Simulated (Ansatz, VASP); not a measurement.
WO: VASP beside Ansatz

```
W O
1.0
     0.00000    2.53480    2.53480
     2.53480    0.00000    2.53480
     2.53480    2.53480    0.00000
W O
1 1
Direct
  0.00000 0.00000 0.00000
  0.25000 0.25000 0.25000
```

Alike in both runs: functional PBE; k mesh 10 × 10 × 10; occupations gaussian, width 0.02 eV; no spin polarisation; Hubbard terms W d U = 6.2 eV.

Ansatz relaxed the structure, and its values are those at the end. VASP's run is a single point on that final structure, the one shown.

|  | VASP | Ansatz |
| --- | --- | --- |
| version | VASP 6.6.1 | Ansatz 0.2.0 |
| potentials or method | VASP PAW PBE potentials, release 64 (W_sv, O) | scalar-relativistic, plane waves, PAW |
| plane-wave cutoff (eV) | 520 | 420 |
| valence electrons in the cell | 20 | 20 |

Ansatz gave:

| Item | Value |
| --- | --- |
| gap on the k mesh at the Fermi level (eV) | none |
| pressure (GPa) | 0.0 |

Question: What did VASP give for the same quantities?

Answer: gap on the k mesh at the Fermi level (eV): none; pressure (GPa): -26.3.

The programs project onto different local orbitals, so the same U acts differently. A gap of «none» marks a metal or a gap that the smearing closes. Ansatz warned: «filled_band_counts_differ_across_k_points».

Caveats: U without spin polarisation on a metal has little footing. Spin-orbit coupling is left out, which matters for the levels of W.
